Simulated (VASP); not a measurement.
These are PBEsol GGA, VASP's PBE PAW potentials (set 64) (plane waves; VASP) values and carry that method's errors.

VASP input:

KPOINTS:
```
Automatic mesh
0
Gamma
8 8 8
0 0 0
```

**POSCAR**
```
NiO
8.2353470
  0.4999999853   0.2497395513   0.2497395513
  0.2497395513   0.4999999853   0.2497395513
  0.2497395513   0.2497395513   0.4999999853
Ni O
2 2
Cartesian
  0.0000000000   0.0000000000   0.0000000000
  0.4997395439   0.4997395439   0.4997395439
  0.2498697719   0.2498697719   0.2498697719
  0.7496093158   0.7526450106   0.7496093158
```

### INCAR
```
# general
SYSTEM  = NiO
PREC    = Accurate
ENCUT   = 600
LREAL   = .False.
LASPH   = .True.

# electronic loop
EDIFF   = 1E-7
NELM    = 100
ALGO    = Normal
LMAXMIX = 4

# smearing
ISMEAR  = 0
SIGMA   = 0.05

# functional
GGA     = PS

# spin
ISPIN   = 2
MAGMOM  = 1.3 -1.3 0.0 0.0

# ions
ISIF    = 2

# output
LWAVE   = .False.
LCHARG  = .False.
LORBIT  = 10
```

POTCAR, in this order: Ni O (PBE.64 set). Program: vasp_std.

**Question.** Estimate the energy per atom (σ→0), cell moment, largest force.

**Answer.** 
```yaml
energy per atom (σ→0): -6.326 eV/atom
cell_moment: 0.00 μB
largest_force: 0.160 eV/Å
```

File OSZICAR:
```
...
DAV:  12    -0.253059933507E+02   -0.16988E-04   -0.47865E-03 16908   0.170E+00    0.154E-01
DAV:  13    -0.253060140786E+02   -0.20728E-04   -0.10040E-03 15820   0.591E-01    0.779E-02
DAV:  14    -0.253059974114E+02    0.16667E-04   -0.25411E-04 18816   0.224E-01    0.265E-02
DAV:  15    -0.253059942367E+02    0.31748E-05   -0.20843E-05 15480   0.696E-02    0.176E-02
DAV:  16    -0.253059932275E+02    0.10092E-05   -0.12786E-05 15516   0.536E-02    0.468E-03
DAV:  17    -0.253059931031E+02    0.12442E-06   -0.72176E-07 12804   0.160E-02    0.179E-03
DAV:  18    -0.253059930679E+02    0.35197E-07   -0.83182E-08  6308   0.433E-03
   1 F= -.25305993E+02 E0= -.25305993E+02  d E =-.315755E-17  mag=     0.0000
```

The compound is NiO in the rock salt, AFM-II order structure. This cell was strained or had an atom moved on purpose.
